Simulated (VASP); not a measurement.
# Li3ZrN2 (P4/mmm) in VASP: notebook

The runs below take Li3ZrN2 through relaxation of cell and atoms, with PBE.

Program: VASP 6.6.1. These are calculated values, not measurements. Logs are shortened: lines on timing, memory, paths and dates and some standing lists are left out, and cuts for length are marked.

**1. The crystal as given**

The structure is tetragonal, space group P4/mmm (No. 123). Conventional cell: a = 3.460 Å, b = 3.460 Å, c = 5.991 Å, α = 90.00°, β = 90.00°, γ = 90.00°. Li (site symmetry 4mm) is surrounded by 2 N at 1.48 to 1.51 Å. Li (site symmetry 4/mmm) is surrounded by 4 N at 2.45 Å. Around Zr (site symmetry 4/mmm) lie 4 N at 2.45 Å. N (site symmetry 4/mmm) is surrounded by 2 Li at 1.48 Å. N (site symmetry 4/mmm) is surrounded by 2 Li at 1.51 Å.

The cell was built by a generator and needn't be a form met in nature.

**2. Relaxation of cell and atoms, PBE**

Input file INCAR:

```
SYSTEM = Li3ZrN2
PREC = Normal ; ENCUT = 520
EDIFF = 1E-4 ; ISMEAR = 0
SIGMA = 0.15 ; LREAL = .FALSE.
LASPH = .TRUE. ; NELM = 60
ALGO = Fast ; ISIF = 3
LWAVE = .FALSE. ; LCHARG = .FALSE.
GGA = PE ; IBRION = 2
NSW = 24 ; EDIFFG = -0.08
KPAR = 2
```

Input file KPOINTS:

```
regular mesh
0
G
  4 4 3
  0 0 0
```

Input file POSCAR:

```
Li3ZrN2
1.0
    3.4602278500      0.0000000000      0.0000000000
    0.0000000000      3.4602278500      0.0000000000
    0.0000000000      0.0000000000      5.9906466900
Li Zr N
3 1 2
Direct
    0.5000000000      0.5000000000      0.2524718100
    0.5000000000      0.5000000000      0.7475281900
    0.0000000000      0.0000000000      0.0000000000
    0.0000000000      0.0000000000      0.5000000000
    0.5000000000      0.5000000000      0.5000000000
    0.5000000000      0.5000000000      0.0000000000
```

Potentials or basis: VASP PAW PBE potentials, release 64 (Li_sv, Zr_sv, N).

On the command line:

```console
$ cat potpaw_PBE.64/Li_sv/POTCAR potpaw_PBE.64/Zr_sv/POTCAR potpaw_PBE.64/N/POTCAR > POTCAR
$ mpirun -np 2 vasp_std > vasp.out
```

OUTCAR:

```text
SYSTEM = Li3ZrN2
   PREC = Normal
   ENCUT = 520
   EDIFF = 1E-4
   ISMEAR = 0
   LREAL = .FALSE.
   LASPH = .TRUE.
   NELM = 60
   ISIF = 3
   GGA = PE
   IBRION = 2
   NSW = 24
   EDIFFG = -0.08

 ion  position               nearest neighbor table
   1  0.500  0.500  0.252-   5 1.48   6 1.51   4 2.86   4 2.86   4 2.86   4 2.86
   2  0.500  0.500  0.748-   5 1.48   6 1.51   4 2.86   4 2.86   4 2.86   4 2.86
   3  0.000  0.000  0.000-   4 3.00   4 3.00
   4  0.000  0.000  0.500-   5 2.45   5 2.45   5 2.45   5 2.45   2 2.86   2 2.86   1 2.86   2 2.86
                             1 2.86   1 2.86   2 2.86   1 2.86   3 3.00   3 3.00
   5  0.500  0.500  0.500-   1 1.48   2 1.48   4 2.45   4 2.45   4 2.45   4 2.45
   6  0.500  0.500  0.000-   1 1.51   2 1.51

  LATTYP: Found a simple tetragonal cell.
 ALAT       =     3.4602278500
 C/A-ratio  =     1.7312867677

  Lattice vectors:

 A1 = (   3.4602278500,   0.0000000000,   0.0000000000)
 A2 = (   0.0000000000,   3.4602278500,   0.0000000000)
 A3 = (   0.0000000000,   0.0000000000,   5.9906466900)

Analysis of symmetry for initial positions (statically):
=====================================================================
 Subroutine PRICEL returns:
 Original cell was already a primitive cell.

 Routine SETGRP: Setting up the symmetry group for a
 simple tetragonal supercell.

 Subroutine GETGRP returns: Found 16 space group operations
 (whereof 16 operations were pure point group operations)
 out of a pool of 16 trial point group operations.

The static configuration has the point symmetry D_4h.

Analysis of symmetry for dynamics (positions and initial velocities):
=====================================================================
 Subroutine PRICEL returns:
 Original cell was already a primitive cell.

 Routine SETGRP: Setting up the symmetry group for a
 simple tetragonal supercell.

 Subroutine GETGRP returns: Found 16 space group operations
 (whereof 16 operations were pure point group operations)
 out of a pool of 16 trial point group operations.

The dynamic configuration has the point symmetry D_4h.

 Subroutine INISYM returns: Found 16 space group operations
 (whereof 16 operations are pure point group operations),
 and found     1 'primitive' translations

----------------------------------------------------------------------------------------

                                     Primitive cell

  volume of cell :      71.7271

  direct lattice vectors                    reciprocal lattice vectors
     3.460227850  0.000000000  0.000000000     0.288998310  0.000000000  0.000000000
     0.000000000  3.460227850  0.000000000     0.000000000  0.288998310  0.000000000
     0.000000000  0.000000000  5.990646690     0.000000000  0.000000000  0.166926886

  length of vectors
     3.460227850  3.460227850  5.990646690     0.288998310  0.288998310  0.166926886

  position of ions in fractional coordinates (direct lattice)
     0.500000000  0.500000000  0.252471810
     0.500000000  0.500000000  0.747528190
     0.000000000  0.000000000  0.000000000
     0.000000000  0.000000000  0.500000000
     0.500000000  0.500000000  0.500000000
     0.500000000  0.500000000  0.000000000

  ion indices of the primitive-cell ions
   primitive index   ion index
                 1           1
                 2           2
                 3           3
                 4           4
                 5           5
                 6           6

----------------------------------------------------------------------------------------

 KPOINTS: regular mesh

Automatic generation of k-mesh.
 Grid dimensions read from file:
 generate k-points for:    4    4    3

 Generating k-lattice:

  Cartesian coordinates                     Fractional coordinates (reciprocal lattice)
     0.072249577  0.000000000  0.000000000     0.250000000  0.000000000  0.000000000
     0.000000000  0.072249577  0.000000000     0.000000000  0.250000000  0.000000000
     0.000000000  0.000000000  0.055642295     0.000000000  0.000000000  0.333333333

  Length of vectors
     0.072249577  0.072249577  0.055642295

  Shift w.r.t. Gamma in fractional coordinates (k-lattice)
     0.000000000  0.000000000  0.000000000

 Subroutine IBZKPT returns following result:
 ===========================================

 Found     12 irreducible k-points:

 Following reciprocal coordinates:
            Coordinates               Weight
  0.000000  0.000000  0.000000      1.000000
  0.250000  0.000000  0.000000      4.000000
  0.500000  0.000000  0.000000      2.000000
  0.250000  0.250000  0.000000      4.000000
  0.500000  0.250000  0.000000      4.000000
  0.500000  0.500000  0.000000      1.000000
  0.000000  0.000000  0.333333      2.000000
  0.250000  0.000000  0.333333      8.000000
  0.500000  0.000000  0.333333      4.000000
  0.250000  0.250000  0.333333      8.000000
  0.500000  0.250000  0.333333      8.000000
  0.500000  0.500000  0.333333      2.000000
   k-points           NKPTS =     12   k-points in BZ     NKDIM =     12   number of bands    NBANDS=     19
   number of dos      NEDOS =    301   number of ions     NIONS =      6
   total plane-waves  NPLWV =  14400
   dimension x,y,z NGX =    20 NGY =   20 NGZ =   36
   dimension x,y,z NGXF=    40 NGYF=   40 NGZF=   72
   ions per type =               3   1   2
   NGX,Y,Z   is equivalent  to a cutoff of   9.61,  9.61,  9.99 a.u.
   NGXF,Y,Z  is equivalent  to a cutoff of  19.22, 19.22, 19.98 a.u.
 SYSTEM =  Li3ZrN2
   PREC   = normal    normal or accurate (medium, high low for compatibility)
   ISTART =      0    job   : 0-new  1-cont  2-samecut
   ICHARG =      2    charge: 1-file 2-atom 10-const
   ISPIN  =      1    spin polarized calculation?
   LNONCOLLINEAR =      F non collinear calculations
   LSORBIT =      F    spin-orbit coupling
   LASPH  =      T    aspherical Exc in radial PAW
   ENCUT  =  520.0 eV  38.22 Ry    6.18 a.u.   6.43  6.43 11.14*2*pi/ulx,y,z
   NELM   =     60;   NELMIN=  2; NELMDL= -5     # of ELM steps
   EDIFF  = 0.1E-03   stopping-criterion for ELM
   LREAL  =      F    real-space projection
   EDIFFG = -.8E-01   stopping-criterion for IOM
   NSW    =     24    number of steps for IOM
   IBRION =      2    ionic relax: 0-MD 1-quasi-New 2-CG
   NFREE  =      1    steps in history (QN), initial steepest desc. (CG)
   ISIF   =      3    stress and relaxation
   ISYM   =      2    0-nonsym 1-usesym 2-fastsym
   POTIM  = 0.5000    time-step for ionic-motion
   TEBEG  =    0.0;   TEEND  =   0.0 temperature during run
   PSTRESS=    0.0 pullay stress
   NELECT =      31.0000    total number of electrons
   NUPDOWN=      -1.0000    fix difference up-down
   EMIN   =  10.00;   EMAX   =-10.00  energy-range for DOS
   EFERMI =   0.00;   METHOD = LEGACY
   ISMEAR =     0;   SIGMA  =   0.15  broadening in eV -4-tet -1-fermi 0-gaus
   EFERMI_NEDOS =   21; number of points for ismear=-14 and -15
   IALGO  =     68    algorithm
   IMIX   =      4    mixing-type and parameters
     AMIX     =   0.40;   BMIX     =  1.00
     AMIX_MAG =   1.60;   BMIX_MAG =  1.00
  volume/ion in A,a.u.               =      11.95        80.67
  Fermi-wavevector in a.u.,A,eV,Ry     =   1.237754  2.339016 20.844603  1.532035
  Thomas-Fermi vector in A             =   2.372308
   LORBIT       =      0    0 simple, 1 ext, 2 COOP (PROOUT), +10 PAW based schemes
   GGA     = PE    functional components
   LHFCALC =     F    Hartree Fock is set to
   AEXX    =    0.0000 exact exchange contribution
   IVDW    =     0    specifies the selected vdW correction
   LEPSILON=     F    determine dielectric tensor
   LRPA    =     F    only Hartree local field effects (RPA)
 conjugate gradient relaxation of ions
 non-spin polarized calculation
 RMM-DIIS sequential band-by-band and
 Gauss-broadening in eV      SIGMA  =   0.15
  energy-cutoff  :      520.00
  volume of cell :       71.73
 maximum number of plane-waves:      1983
   NGX = 13   NGY = 13   NGZ = 23

--------------------------------------- Ionic step        1  -------------------------------------------

 number of electron      31.0000081 magnetization

 Free energy of the ion-electron system (eV)
  ---------------------------------------------------
  ext. energy  EPLUGINS =         0.00000000
  ---------------------------------------------------
  free energy    TOTEN  =       -27.67652632 eV

  energy without entropy =      -27.63567609  energy(sigma->0) =      -27.65610121

------------------------ aborting loop EDIFF was not reached (unconverged)  ----------------------------

  FORCE on cell =-STRESS in cart. coord.  units (eV):
  Direction    XX          YY          ZZ          XY          YZ          ZX
  --------------------------------------------------------------------------------------
  -------------------------------------------------------------------------------------
  Total       -8.8158728     -8.8158728     36.9930179      0.0000000     -0.0000000     -0.0000000
  in kB     -196.9213467   -196.9213467    826.3180567      0.0000000     -0.0000000     -0.0000000
  external PRESSURE =     144.1584544 kB  Pullay stress =       0.0000000 kB
[... 27 lines left out ...]
--------------------------------------- Ionic step        2  -------------------------------------------

 number of electron      30.9999816 magnetization

------------------------ aborting loop EDIFF was not reached (unconverged)  ----------------------------

  FORCE on cell =-STRESS in cart. coord.  units (eV):
  Direction    XX          YY          ZZ          XY          YZ          ZX
  --------------------------------------------------------------------------------------
  -------------------------------------------------------------------------------------
  Total       -4.4660092     -4.4660092     -1.8635940      0.0000000      0.0000000      0.0000000
  in kB      -89.0675301    -89.0675301    -37.1664509      0.0000000      0.0000000      0.0000000
  external PRESSURE =     -71.7671704 kB  Pullay stress =       0.0000000 kB
[... 61 lines left out ...]
  FREE ENERGIE OF THE ION-ELECTRON SYSTEM (eV)
  ---------------------------------------------------
  free  energy   TOTEN  =       -32.4237810125 eV

  energy  without entropy=      -32.3796138413  energy(sigma->0) =      -32.40169743

[... ionic steps 4 to 8 ...]

--------------------------------------- Ionic step        9  -------------------------------------------

 number of electron      31.0000054 magnetization

------------------------ aborting loop because EDIFF is reached ----------------------------------------
[... 75 lines left out ...]
--------------------------------------- Ionic step       11  -------------------------------------------

 number of electron      31.0000088 magnetization

 Free energy of the ion-electron system (eV)
  ---------------------------------------------------
  ext. energy  EPLUGINS =         0.00000000
  ---------------------------------------------------
  free energy    TOTEN  =       -32.69947212 eV

  energy without entropy =      -32.65499359  energy(sigma->0) =      -32.67723286

 E-fermi :   4.4081     XC(G=0):  -9.6267

 val. band max:        4.4020870901   @ k =   0.0000   0.0000   0.0000
 cond. band min:       4.4874531672   @ k =   0.2500   0.2500   0.0000
 fundamental gap:      0.0853660771
 Fermi energy:         4.4081145961

 k-point     1 :       0.0000    0.0000    0.0000
  band No.  band energies     occupation
      1     -44.8020      2.00000
      2     -40.4414      2.00000
      3     -40.4412      2.00000
      4     -39.9847      2.00000
      5     -22.8969      2.00000
      6     -22.5905      2.00000
[... 286 lines left out ...]
  FREE ENERGIE OF THE ION-ELECTRON SYSTEM (eV)
  ---------------------------------------------------
  free  energy   TOTEN  =       -32.6994721194 eV

  energy  without entropy=      -32.6549935936  energy(sigma->0) =      -32.67723286

 reached required accuracy - stopping structural energy minimisation
```

It took 92 s on 2 MPI ranks of Intel Xeon Platinum 8259CL at 2.50GHz (Skylake/Cascade Lake), shared host; peak memory 0.14 GiB.

These settings aren't checked as converged: the numbers below hold their error.

Results:

```
Free energy                            : -32.6995 eV
Relaxed volume                         : 12.66 Å³/atom
Relaxed cell                           : a = 3.111 Å, b = 3.111 Å, c = 7.847 Å, α = 90.00°, β = 90.00°, γ = 90.00°
Space group after relaxing (to 0.05 Å) : P4/mmm (No. 123)
Energy gained by relaxing              : 837.2 meV/atom
Ionic steps                            : 11
Largest force after relaxing           : 0.064 eV/Å
Band gap on the k mesh                 : none (metal or under the smearing width)
```

Caveat: the k mesh is coarse (spacing up to 0.45 Å⁻¹), so the values aren't converged; the cutoff is under 1.25 times the usual one of these potentials, so pressure, stress and relaxed cells hold a basis-set (Pulay) error; the relaxation stopped at a loose force limit of 0.08 eV/Å, so its end isn't a converged minimum.

**3. Relaxation of cell and atoms, PBE**

This run uses another cell than the first one, of 11.89 Å³/atom, 0.995 times its volume.

INCAR is that of step 2.

Input file KPOINTS:

```
regular mesh
0
G
  3 3 4
  0 0 0
```

Input file POSCAR:

```
Li3ZrN2
1.0
    4.2382436400      0.0000000000      0.0000000000
    0.0000000000      4.2382436400      0.0000000000
    0.0000000000      0.0000000000      3.9721184100
Li Zr N
3 1 2
Direct
    0.5000000000      0.0000000000      0.5000000000
    0.0000000000      0.5000000000      0.5000000000
    0.5000000000      0.5000000000      0.5000000000
    0.0000000000      0.0000000000      0.0000000000
    0.5000000000      0.0000000000      0.0000000000
    0.0000000000      0.5000000000      0.0000000000
```

Potentials or basis: VASP PAW PBE potentials, release 64 (Li_sv, Zr_sv, N).

On the command line:

```console
$ cat potpaw_PBE.64/Li_sv/POTCAR potpaw_PBE.64/Zr_sv/POTCAR potpaw_PBE.64/N/POTCAR > POTCAR
$ mpirun -np 2 vasp_std > vasp.out
```

Run time: 52 s. Hardware: 2 MPI ranks of Intel Xeon Platinum 8259CL at 2.50GHz (Skylake/Cascade Lake), shared host; peak memory 0.14 GiB.

These settings aren't checked as converged: the numbers below hold their error.

What came out:

```
Free energy                            : -32.4362 eV
Relaxed volume                         : 12.35 Å³/atom
Relaxed cell                           : a = 4.501 Å, b = 4.501 Å, c = 3.656 Å, α = 90.00°, β = 90.00°, γ = 90.00°
Space group after relaxing (to 0.05 Å) : P4/mmm (No. 123)
Energy gained by relaxing              : 114.6 meV/atom
Ionic steps                            : 5
Band gap on the k mesh                 : none (metal or under the smearing width)
```

Caveat: the k mesh is coarse (spacing up to 0.49 Å⁻¹), so the values aren't converged; the cutoff is under 1.25 times the usual one of these potentials, so pressure, stress and relaxed cells hold a basis-set (Pulay) error; the relaxation stopped at a loose force limit of 0.08 eV/Å, so its end isn't a converged minimum.

**4. Relaxation of cell and atoms, PBE**

This run uses another cell than the first one, of 10.34 Å³/atom, 0.865 times its volume.

INCAR is that of step 3.

Input file KPOINTS:

```
regular mesh
0
G
  5 5 3
  0 0 0
```

Input file POSCAR:

```
Li3ZrN2
1.0
    3.4000000000      0.0000000000      0.0000000000
   -1.7000000000      2.9444863700      0.0000000000
    0.0000000000      0.0000000000      6.2000000000
Li Zr N
3 1 2
Direct
    0.0000000000      0.0000000000      0.5000000000
    0.3333333300      0.6666666700      0.6200000000
    0.6666666700      0.3333333300      0.3800000000
    0.0000000000      0.0000000000      0.0000000000
    0.6666666700      0.3333333300      0.7700000000
    0.3333333300      0.6666666700      0.2300000000
```

On the command line:

```console
$ cat potpaw_PBE.64/Li_sv/POTCAR potpaw_PBE.64/Zr_sv/POTCAR potpaw_PBE.64/N/POTCAR > POTCAR
$ mpirun -np 2 vasp_std > vasp.out
```

Run time: 87 s. Hardware: 2 MPI ranks of Intel Xeon Platinum 8259CL at 2.50GHz (Skylake/Cascade Lake), shared host; peak memory 0.15 GiB.

These settings aren't checked as converged: the numbers below hold their error.

What came out:

| Item | Value |
| --- | --- |
| Free energy | -35.1065 eV |
| Relaxed volume | 8.97 Å³/atom |
| Relaxed cell | a = 3.307 Å, b = 3.307 Å, c = 5.681 Å, α = 90.00°, β = 90.00°, γ = 120.00° |
| Space group after relaxing (to 0.05 Å) | P-3m1 (No. 164) |
| Energy gained by relaxing | 215.2 meV/atom |
| Ionic steps | 9 |
| Largest force after relaxing | 0.067 eV/Å |
| Band gap on the k mesh | none (metal or under the smearing width) |

Caveat: the k mesh is coarse (spacing up to 0.43 Å⁻¹), so the values aren't converged; the cutoff is under 1.25 times the usual one of these potentials, so pressure, stress and relaxed cells hold a basis-set (Pulay) error; the relaxation stopped at a loose force limit of 0.08 eV/Å, so its end isn't a converged minimum.
